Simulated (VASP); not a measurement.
Given:

```
CELL_PARAMETERS angstrom
      0.00000     4.70935     4.70935
      4.70935     0.00000     4.70935
      4.70935     4.70935     0.00000
ATOMIC_POSITIONS crystal
  Y  0.12500 0.12500 0.12500
  Y  0.62500 0.12500 0.12500
  Y  0.12500 0.62500 0.12500
  Y  0.12500 0.12500 0.62500
  Al 0.75000 0.75000 0.75000
  Al 0.50000 0.50000 0.50000
```

Calculation: PBE GGA, VASP's PBE PAW potentials (set 64) (plane waves; VASP). Run with 300 eV cut-off, 5×5×5 Γ-centred mesh, Gaussian smearing of 0.20 eV, potentials Y_sv Al.

At this cut-off the stress carries a Pulay error, which pulls relaxed volumes low.

### Question
Predict the energy per atom (σ→0), pressure, band gap (on the k-mesh) with the smallest direct gap where there is one.

### Answer

The band gap (on the k-mesh) is none (metal, semimetal or under 0.01 eV) and the energy per atom (σ→0) is -5.014 eV/atom. The pressure is -5.28 GPa.

The absolute energy has meaning only against runs of the same code, potentials and settings.

The structure was generated: Y2Al was put into an ordered model structure, which need not be its known phase. The cell was not relaxed at this level.
